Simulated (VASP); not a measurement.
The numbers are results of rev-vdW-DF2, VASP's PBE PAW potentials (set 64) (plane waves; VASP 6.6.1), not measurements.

Input for VASP

File KPOINTS:
```
Automatic mesh
0
G
  5 5 4
```

### INCAR
```
! general
SYSTEM   = PbO
PREC     = Accurate
ENCUT    = 520   ! plane-wave cut-off (eV)
LREAL    = .FALSE.   ! projection in real space or not
LASPH    = .TRUE.

! electronic loop
EDIFF    = 1E-6
NELM     = 100   ! most electronic steps
ALGO     = Normal
LMAXMIX  = 4   ! l cut-off of mixed one-centre charges

! smearing
ISMEAR   = 0
SIGMA    = 0.05   ! width (eV)

! functional
GGA      = MK
LUSE_VDW = .TRUE.
AGGAC    = 0.0
PARAM1   = 0.1234568
PARAM2   = 0.7114
ZAB_VDW  = -1.8867

! ions
IBRION   = 2   ! conjugate gradients
NSW      = 60   ! most ionic steps
ISIF     = 3
EDIFFG   = -0.02

! output
LWAVE    = .FALSE.
LCHARG   = .FALSE.
```

### POSCAR
```
PbO
1
    3.9897209467     0.0000000000     0.0000000000
    0.0000000000     3.9897209467     0.0000000000
    0.0000000000    -0.0000000000     5.0319030167
Pb O
2 2
Direct
  0.5000000000   0.0000000000   0.7642971502
  0.0000000000   0.5000000000   0.2357028498
  0.5000000000   0.5000000000   1.0000000000
  0.0000000000   0.0000000000   0.0000000000
```

POTCAR, in this order: Pb_d O (PBE.64 set). Program: vasp_std.

The resulting files:

File OUTCAR:
```
 ion  position               nearest neighbor table
   1  0.500  0.000  0.764-   3 2.32   4 2.32   3 2.32   4 2.32   2 3.69   2 3.69   2 3.69   2 3.69
                             2 3.88   2 3.88   2 3.88   2 3.88
   2  0.000  0.500  0.236-   3 2.32   4 2.32   4 2.32   3 2.32   1 3.69   1 3.69   1 3.69   1 3.69
                             1 3.88   1 3.88   1 3.88   1 3.88
   3  0.500  0.500  0.000-   1 2.32   2 2.32   1 2.32   2 2.32
   4  0.000  0.000  0.000-   1 2.32   2 2.32   2 2.32   1 2.32
  LATTYP: Found a simple tetragonal cell.
 ALAT       =     3.9897209467
 C/A-ratio  =     1.2612167828
 Subroutine PRICEL returns:
 Original cell was already a primitive cell.
 Subroutine GETGRP returns: Found 16 space group operations
The static configuration has the point symmetry D_2d.
 The point group associated with its full space group is D_4h.
The dynamic configuration has the point symmetry D_2d.
 Subroutine INISYM returns: Found 16 space group operations
 Subroutine IBZKPT returns following result:
 Found     18 irreducible k-points:

 Following reciprocal coordinates:
            Coordinates               Weight
  0.000000  0.000000  0.000000      1.000000
  0.200000  0.000000  0.000000      4.000000
  0.400000  0.000000  0.000000      4.000000
...
```

OSZICAR:
```
       N       E                     dE             d eps       ncg     rms          rms(c)
DAV:   1     0.459554589485E+03    0.45955E+03   -0.20177E+04   864   0.197E+03
DAV:   2     0.411990707104E+02   -0.41836E+03   -0.41134E+03   936   0.492E+02
DAV:   3    -0.160556822749E+02   -0.57255E+02   -0.56605E+02  1152   0.195E+02
DAV:   4    -0.178353495612E+02   -0.17797E+01   -0.17789E+01   960   0.395E+01
DAV:   5    -0.178966316782E+02   -0.61282E-01   -0.61275E-01  1232   0.697E+00    0.124E+01
DAV:   6    -0.134317587755E+02    0.44649E+01   -0.36347E+01  1384   0.464E+01    0.544E+00
DAV:   7    -0.132419636613E+02    0.18980E+00   -0.34203E+00  1120   0.140E+01    0.252E+00
DAV:   8    -0.132392928369E+02    0.26708E-02   -0.87875E-01  1208   0.680E+00    0.127E+00
DAV:   9    -0.132058910406E+02    0.33402E-01   -0.19596E-01  1352   0.378E+00    0.254E-01
DAV:  10    -0.132077121440E+02   -0.18211E-02   -0.16655E-02  1072   0.833E-01    0.880E-02
DAV:  11    -0.132075911872E+02    0.12096E-03   -0.31860E-03  1456   0.462E-01    0.686E-02
DAV:  12    -0.132075548501E+02    0.36337E-04   -0.23914E-04  1168   0.160E-01    0.496E-02
DAV:  13    -0.132075269140E+02    0.27936E-04   -0.18536E-04  1448   0.113E-01    0.784E-03
DAV:  14    -0.132075262028E+02    0.71127E-06   -0.15483E-05  1208   0.317E-02    0.297E-03
DAV:  15    -0.132075258318E+02    0.37097E-06   -0.14922E-06   624   0.166E-02
   1 F= -.13207526E+02 E0= -.13207526E+02  d E =-.132075E+02
       N       E                     dE             d eps       ncg     rms          rms(c)
DAV:   1    -0.137685432569E+02   -0.56102E+00   -0.21913E+01  1032   0.761E+01    0.471E+00
DAV:   2    -0.132896528769E+02    0.47889E+00   -0.27160E+00  1128   0.167E+01    0.146E+00
DAV:   3    -0.132193955265E+02    0.70257E-01   -0.31888E-01  1200   0.994E+00    0.655E-01
DAV:   4    -0.132092377646E+02    0.10158E-01   -0.79397E-02  1280   0.413E+00    0.162E-01
DAV:   5    -0.132093152307E+02   -0.77466E-04   -0.56928E-03  1304   0.764E-01    0.731E-02
DAV:   6    -0.132093012922E+02    0.13939E-04   -0.80391E-04  1320   0.401E-01    0.201E-02
DAV:   7    -0.132093045475E+02   -0.32554E-05   -0.98141E-05  1112   0.891E-02    0.110E-02
DAV:   8    -0.132093026257E+02    0.19218E-05   -0.15942E-05  1248   0.686E-02    0.206E-03
DAV:   9    -0.132093029877E+02   -0.36195E-06   -0.23718E-06   840   0.114E-02
   2 F= -.13209303E+02 E0= -.13209303E+02  d E =-.177716E-02
       N       E                     dE             d eps       ncg     rms          rms(c)
DAV:   1    -0.133528367682E+02   -0.14353E+00   -0.48535E+00  1040   0.340E+01    0.233E+00
DAV:   2    -0.132383987764E+02    0.11444E+00   -0.68434E-01  1280   0.816E+00    0.702E-01
DAV:   3    -0.132220533115E+02    0.16345E-01   -0.69727E-02  1208   0.443E+00    0.309E-01
DAV:   4    -0.132199525557E+02    0.21008E-02   -0.16962E-02  1136   0.186E+00    0.771E-02
DAV:   5    -0.132200291024E+02   -0.76547E-04   -0.15856E-03  1344   0.404E-01    0.362E-02
DAV:   6    -0.132200383622E+02   -0.92598E-05   -0.22671E-04  1392   0.213E-01    0.127E-02
DAV:   7    -0.132200453315E+02   -0.69693E-05   -0.25254E-05   976   0.413E-02    0.449E-03
DAV:   8    -0.132200453625E+02   -0.30999E-07   -0.20797E-06   664   0.261E-02
   3 F= -.13220045E+02 E0= -.13220045E+02  d E =-.125195E-01
       N       E                     dE             d eps       ncg     rms          rms(c)
DAV:   1    -0.132226628585E+02   -0.26175E-02   -0.19675E-01  1320   0.433E+00    0.276E-01
DAV:   2    -0.132211206595E+02    0.15422E-02   -0.54266E-03  1360   0.102E+00    0.119E-01
DAV:   3    -0.132207113535E+02    0.40931E-03   -0.10622E-03  1232   0.594E-01    0.524E-02
DAV:   4    -0.132206615737E+02    0.49780E-04   -0.29546E-04  1280   0.165E-01    0.162E-02
DAV:   5    -0.132206554064E+02    0.61672E-05   -0.34708E-05  1144   0.851E-02    0.461E-03
DAV:   6    -0.132206550016E+02    0.40487E-06   -0.45322E-06   816   0.308E-02
   4 F= -.13220655E+02 E0= -.13220655E+02  d E =-.609639E-03
       N       E                     dE             d eps       ncg     rms          rms(c)
DAV:   1    -0.132246204937E+02   -0.39651E-02   -0.35899E-01  1320   0.586E+00    0.373E-01
DAV:   2    -0.132217954798E+02    0.28250E-02   -0.98393E-03  1336   0.137E+00    0.160E-01
DAV:   3    -0.132210513215E+02    0.74416E-03   -0.19587E-03  1280   0.803E-01    0.707E-02
DAV:   4    -0.132209599642E+02    0.91357E-04   -0.52996E-04  1272   0.222E-01    0.218E-02
DAV:   5    -0.132209496784E+02    0.10286E-04   -0.63664E-05  1144   0.115E-01    0.637E-03
DAV:   6    -0.132209490392E+02    0.63919E-06   -0.93563E-06  1200   0.421E-02
   5 F= -.13220949E+02 E0= -.13220949E+02  d E =-.903677E-03
```

OUTCAR:
```
------------------------ aborting loop because EDIFF is reached ----------------------------------------
  FORCE on cell =-STRESS in cart. coord.  units (eV):
  Direction    XX          YY          ZZ          XY          YZ          ZX
  --------------------------------------------------------------------------------------
  Total        0.0042816      0.0042816      0.0059114      0.0000000      0.0000000      0.0000000
  in kB        0.0836549      0.0836549      0.1154979      0.0000000      0.0000000      0.0000000
  external PRESSURE =       0.0942692 kB  Pullay stress =       0.0000000 kB
  volume of cell :       82.00
      direct lattice vectors                 reciprocal lattice vectors
     4.032162810  0.000000000  0.000000000     0.248005859  0.000000000  0.000000000
     0.000000000  4.032162810  0.000000000     0.000000000  0.248005859 -0.000000000
     0.000000000  0.000000000  5.043728499     0.000000000 -0.000000000  0.198266025
 POSITION                                       TOTAL-FORCE (eV/Angst)
 -----------------------------------------------------------------------------------
      2.01608      4.03216      3.85353        -0.000000     -0.000000     -0.001962
      0.00000      2.01608      1.19019         0.000000      0.000000      0.001962
      2.01608      2.01608      0.00000        -0.000000     -0.000000      0.000000
      0.00000      0.00000      0.00000        -0.000000      0.000000      0.000000
 -----------------------------------------------------------------------------------
    total drift:                                0.000000      0.000000     -0.000000
  FREE ENERGIE OF THE ION-ELECTRON SYSTEM (eV)
  ---------------------------------------------------
  free  energy   TOTEN  =       -13.2209490392 eV

  energy  without entropy=      -13.2209490392  energy(sigma->0) =      -13.22094904

 reached required accuracy - stopping structural energy minimisation
```
(Selected blocks of OUTCAR.)

File CONTCAR:
```
PbO
   1.00000000000000
     4.0321628101000018    0.0000000000000000    0.0000000000000000
     0.0000000000000000    4.0321628101000018    0.0000000000000000
     0.0000000000000000    0.0000000000000000    5.0437284986102613
  Pb              O
     2     2
Direct
     0.5000000000000000    1.0000000000000000    0.7640249563568728
     0.0000000000000000    0.5000000000000000    0.2359750436431272
     0.5000000000000000    0.5000000000000000    0.0000000000000000
     0.0000000000000000    0.0000000000000000    0.0000000000000000
```

Energy and stress use the plane-wave basis of the starting cell.

The compound is PbO in the litharge structure. This run relaxes it. Symmetry was kept, so distortions that lower it aren't found. The start is the result of an earlier pass.
